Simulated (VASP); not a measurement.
Consider the following.

```xyz
2
Lattice="3.2500 0.0000 0.0000 0.0000 3.2500 0.0000 0.0000 0.0000 3.2500" Properties=species:S:1:pos:R:3 pbc="T T T"
In     1.6250     1.6250     1.6250
Pd     0.0000     0.0000     0.0000
```

Level of theory: PBE GGA, VASP's PBE PAW potentials (set 64) (plane waves; VASP). Settings: 300 eV cut-off, 8×8×8 Γ-centred mesh, Fermi-Dirac smearing of 0.10 eV, potentials In_d Pd.

At this cut-off the stress carries a Pulay error, which pulls relaxed volumes low.

**Question.** Give the stress tensor in GPa (positive for a compressed cell).

**Answer.** 
```
6.16  0.00  0.00
0.00  6.16  0.00
0.00  0.00  6.16
```
The pressure is its mean diagonal, 6.16 GPa.

The structure is a typed PdIn crystal (Pm-3m). The cell was not relaxed at this level. The electron count is odd and the run is not spin-polarised, which forces a metal.
